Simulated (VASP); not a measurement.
Input:

```
ZrO2
1.0
   -2.00119     2.00119     5.32567
    2.00119    -2.00119     5.32567
    2.00119     2.00119    -5.32567
Zr O
2 4
Cartesian
  0.00000   0.00000   0.00000
  0.00000   2.00119   2.66283
  0.00000   0.00000   8.50511
  0.00000   2.00119   0.51661
  0.00000   2.00119   4.80906
  0.00000   0.00000   2.14622
```

Computed with PBEsol GGA, VASP's PBE PAW potentials (set 64) (plane waves; VASP). Settings: 520 eV cut-off, 9×9×9 Γ-centred mesh, tetrahedra with Blöchl corrections, potentials Zr_sv O.

The cores are frozen, which limits the accuracy of field gradients.

Question: Give the principal components of the electric field gradient (V/Å²) and the asymmetry η at each nucleus.

Answer: 
| atom | Vxx | Vyy | Vzz | η |
|---|---|---|---|---|
| Zr1 | -11.5 | -11.5 | 23.0 | 0.00 |
| Zr2 | -11.5 | -11.5 | 23.0 | 0.00 |
| O3 | 2.4 | 2.2 | -4.6 | 0.03 |
| O4 | 2.4 | 2.2 | -4.6 | 0.03 |
| O5 | 2.4 | 2.2 | -4.6 | 0.03 |
| O6 | 2.4 | 2.2 | -4.6 | 0.03 |

The structure comes from a computed database's ZrO2 entry (I4_1/amd); how it stands against other phases isn't given here. It was relaxed first.
